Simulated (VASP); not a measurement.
Given:

```yaml
crystal:
  lattice:
    - [-1.57500, 1.57500, 1.57500]
    - [1.57500, -1.57500, 1.57500]
    - [1.57500, 1.57500, -1.57500]
  atoms:
    - { symbol: Mo, position: [0.00000, 0.00000, 0.00000] }
```

The numbers are results of rev-vdW-DF2, VASP's PBE PAW potentials (set 64) (plane waves; VASP), not measurements. Run with 520 eV cut-off, 15×15×15 Γ-centred mesh, first-order Methfessel-Paxton smearing of 0.10 eV, potentials Mo_sv.

### Question
What does the run give for the energy per atom (σ→0), band gap (on the k-mesh) with the smallest direct gap where there is one?

### Answer

```
Item                                                        Result
------------------------  ----------------------------------------
band gap (on the k-mesh)  none (metal, semimetal or under 0.01 eV)
energy per atom (σ→0)                               -8.387 eV/atom
```

The compound is Mo in the bcc structure. The cell was not relaxed at this level.
